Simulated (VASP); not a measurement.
Input:

```xyz
2
Lattice="0.0000 2.4865 2.4865 2.4865 0.0000 2.4865 2.4865 2.4865 0.0000" Properties=species:S:1:pos:R:3 pbc="T T T"
Gd     0.0000     0.0000     0.0000
N      2.4865     2.4865     2.4865
```

The numbers are results of TPSS meta-GGA, VASP's PBE PAW potentials (set 64) (plane waves; VASP 6.6.1), not measurements. Settings: 520 eV cut-off, 14×14×14 Γ-centred mesh, tetrahedra with Blöchl corrections, potentials Gd_3 N.

The 4f electrons are frozen in the core of the lanthanide potential, so 4f levels, which can set the real gap, and their magnetism are missing.

What does the run give for the energy per atom (σ→0), band gap (over mesh and band path) with the smallest direct gap where there is one?

The band gap (over mesh and band path) comes out as none (metal, semimetal or under 0.01 eV) and the energy per atom (σ→0) is -11.353 eV/atom.

Only differences to runs with the same potentials and settings are physical.

The compound is GdN in the rock salt structure. It was relaxed first.
